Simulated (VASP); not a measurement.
Consider the following.

```xyz
72
Lattice="5.0056 -8.6699 0.0000 5.0056 8.6699 0.0000 0.0000 0.0000 10.9867" Properties=species:S:1:pos:R:3 pbc="T T T"
Si     1.1756     2.0361     1.8311
Si     2.6545     0.0000     0.0000
Si     1.1756    -2.0361     3.6622
Si     1.1756     2.0361     7.3244
Si     2.6545     0.0000     5.4933
Si     1.1756    -2.0361     9.1555
Si     3.6783     6.3711     1.8311
Si     5.1572     4.3349     0.0000
Si     3.6783     2.2988     3.6622
Si     3.6783     6.3711     7.3244
Si     5.1572     4.3349     5.4933
Si     3.6783     2.2988     9.1555
Si     3.6289    -2.2877     1.8679
Si     5.1572    -4.3349     0.0000
Si     8.6839     2.2988     3.6622
Si     3.6783    -2.2988     7.3244
Si     5.1571    -4.3549     5.5156
Si     8.6839     2.2988     9.1555
Si     6.1811     2.0361     1.8311
Si     7.6600     0.0000     0.0000
Si     6.1811     2.0361     7.3244
Si     7.7097    -0.0045     5.4971
Si     6.1811    -2.0361     9.1555
O      1.7029     0.6355     1.1768
O      3.6038     1.1570     4.8391
O      2.2017    -2.5424     2.4854
O      3.6038    -1.1570     0.6543
O      1.7029    -0.6355     4.3165
O      2.2017     2.5424     3.0080
O      1.7029     0.6355     6.6702
O      3.6038     1.1570    10.3324
O      2.2017    -2.5424     7.9787
O      3.6038    -1.1570     6.1476
O      1.7029    -0.6355     9.8098
O      2.2017     2.5424     8.5013
O      4.2057     4.9705     1.1768
O      6.1065     5.4919     4.8391
O      4.7045     1.7925     2.4854
O      6.1065     3.1780     0.6543
O      4.2057     3.6994     4.3165
O      4.7045     6.8774     3.0080
O      4.2057     4.9705     6.6702
O      6.1065     5.4919    10.3324
O      4.7045     1.7925     7.9787
O      6.1065     3.1780     6.1476
O      4.2057     3.6994     9.8098
O      4.7045     6.8774     8.5013
O      4.2057    -3.6994     1.1768
O      6.1499    -3.1828     4.8281
O      4.7045    -6.8774     2.4854
O      6.1065    -5.4919     0.6543
O      4.2057    -4.9705     4.3165
O      4.6563    -1.7719     3.0376
O      4.2057    -3.6994     6.6702
O      6.1065    -3.1780    10.3324
O      4.7045    -6.8774     7.9787
O      6.1065    -5.4919     6.1476
O      4.2057    -4.9705     9.8098
O      4.7045    -1.7925     8.5013
O      6.7085     0.6355     1.1768
O      8.6093     1.1570     4.8391
O      7.2407    -2.5033     2.5233
O      8.6093    -1.1570     0.6543
O      6.6868    -0.6402     4.2891
O      7.2073     2.5424     3.0080
O      6.7085     0.6355     6.6702
O      8.6093     1.1570    10.3324
O      7.2073    -2.5424     7.9787
O      8.6093    -1.1570     6.1476
O      6.7085    -0.6355     9.8098
O      7.2073     2.5424     8.5013
Al     6.2315    -2.0108     3.6145
```
Cell charge -1.

Method: PBE GGA, VASP's PBE PAW potentials (set 64) (plane waves; VASP). Settings: PREC = Normal, LREAL = Auto, ISYM = 0, NELECT = 384.0, EDIFF = 1E-5, 400 eV cut-off, 1×1×1 Γ-centred mesh, Gaussian smearing of 0.050 eV, potentials Si O Al.

At this cut-off the stress carries a Pulay error, which pulls relaxed volumes low. The cell is charged, with a uniform compensating background. The supercell is sampled at Γ alone, which is coarse: total energies, pressure and levels can be off, energies of defects by several tenths of an eV.

### Question
The ions are relaxed. Give the cell that the relaxation ends in.

### Answer

```xyz
72
Lattice="5.0056 -8.6699 0.0000 5.0056 8.6699 0.0000 0.0000 0.0000 10.9867" Properties=species:S:1:pos:R:3 pbc="T T T"
Si     6.1956    -6.6086     1.8369
Si     2.5958    -0.0186    10.9705
Si     6.1392     6.5991     3.6157
Si     1.1891     2.0143     7.3127
Si     2.6265    -0.0476     5.4687
Si     6.1792     6.5990     9.1463
Si     8.6487    -2.2897     1.8123
Si     5.1684     4.3154     0.0131
Si     3.7080     2.2483     3.6637
Si     8.6798    -2.2596     7.3019
Si     5.1283     4.3388     5.4870
Si     3.6997     2.2632     9.1565
Si     3.6224    -2.2774     1.8419
Si     5.1301    -4.3116     0.0238
Si     3.7314    -6.3515     3.7086
Si     3.6957    -2.3053     7.3163
Si     5.1710    -4.3026     5.5128
Si     3.7108    -6.3835     9.1645
Si     6.2362     2.0398     1.8578
Si     7.6564    -0.0148     0.0091
Si     6.2281     2.0828     7.3418
Si     7.6701     0.0617     5.4855
Si     6.1891    -2.0476     9.1568
O      1.6661     0.6801     1.1238
O      3.5719     1.0915     4.7982
O      2.1076    -2.5590     2.4073
O      3.5273    -1.1630     0.6373
O      1.6761    -0.7040     4.3222
O      2.2720     2.5169     2.9591
O      1.6898     0.6245     6.6277
O      3.5605     1.0918    10.2759
O      2.2389    -2.5200     8.0048
O      3.5821    -1.1617     6.1629
O      1.6232    -0.6692     9.8368
O      2.2684     2.5180     8.4326
O      4.2540     5.0147     1.1462
O      6.0758     5.4431     4.7694
O      4.7784     1.7883     2.5292
O      6.1210     3.1873     0.6997
O      4.1927     3.6270     4.3663
O      4.6667     6.8780     2.9981
O      4.1769     5.0255     6.6131
O      6.1138     5.4132    10.2598
O      4.7849     1.8004     8.0374
O      6.0854     3.2362     6.2015
O      4.1928     3.6311     9.8803
O      4.7285     6.8448     8.4676
O      4.1442    -3.6618     1.1323
O      6.1346    -3.1726     4.9535
O      4.7643    -6.8731     2.5536
O      6.0790    -5.4407     0.7102
O      4.2255    -4.9373     4.3276
O      4.5534    -1.7669     3.0221
O      4.1641    -3.7215     6.6816
O      6.0815    -3.2040    10.2964
O      4.7699    -6.9223     8.0518
O      6.0480    -5.5159     6.1770
O      4.2259    -5.0054     9.8443
O      4.7443    -1.7900     8.4573
O      6.7232     0.6559     1.1623
O      8.6719     1.2300     4.9161
O      7.1875    -2.5577     2.3713
O      8.6506    -1.1260     0.6443
O      6.7594    -0.4908     4.3080
O      7.2822     2.5348     3.0021
O      6.7554     0.7040     6.6899
O      8.5699     1.1394    10.3057
O      7.2452    -2.5291     8.0172
O      8.6097    -1.0795     6.1949
O      6.6844    -0.6661     9.8570
O      7.2783     2.6021     8.4751
Al     6.1568    -1.9923     3.6644
```
Cell charge -1.

### Question
How much energy does the relaxation gain?

### Answer
The energy (σ→0) changes by -27.2 meV/atom, in 51 ionic steps.

```tsv
step	E(σ→0) (eV)	max force (eV/Å)	pressure (GPa)	volume (Å³)
1	-563.2192	7.994	-4.24	953.59
2	-541.1806	62.467	4.73	953.59
3	-564.6572	3.394	-4.01	953.59
4	-564.6950	2.497	-4.13	953.59
5	-564.5879	4.103	-3.75	953.59
6	-564.8329	1.201	-4.04	953.59
7	-564.9430	0.947	-3.71	953.59
8	-564.9444	0.773	-3.75	953.59
9	-564.9920	1.229	-3.24	953.59
10	-565.0045	0.902	-3.41	953.59
11	-565.0501	0.694	-3.19	953.59
12	-565.0512	0.501	-3.22	953.59
13	-565.0798	0.365	-3.06	953.59
14	-565.0799	0.402	-3.05	953.59
15	-565.1041	0.285	-2.91	953.59
16	-565.1055	0.364	-2.87	953.59
17	-565.1266	0.249	-2.77	953.59
18	-565.1277	0.359	-2.74	953.59
19	-565.1394	0.244	-2.64	953.59
20	-565.1394	0.248	-2.64	953.59
21	-565.1492	0.117	-2.58	953.59
22	-565.1496	0.154	-2.56	953.59
23	-565.1547	0.143	-2.51	953.59
24	-565.1547	0.128	-2.52	953.59
25	-565.1587	0.085	-2.46	953.59
```

The cell is a supercell with a defect, built from SiO2 (quartz): Al_Si, charge -1. The run is not spin-polarised, so no state with unpaired spins was tried.
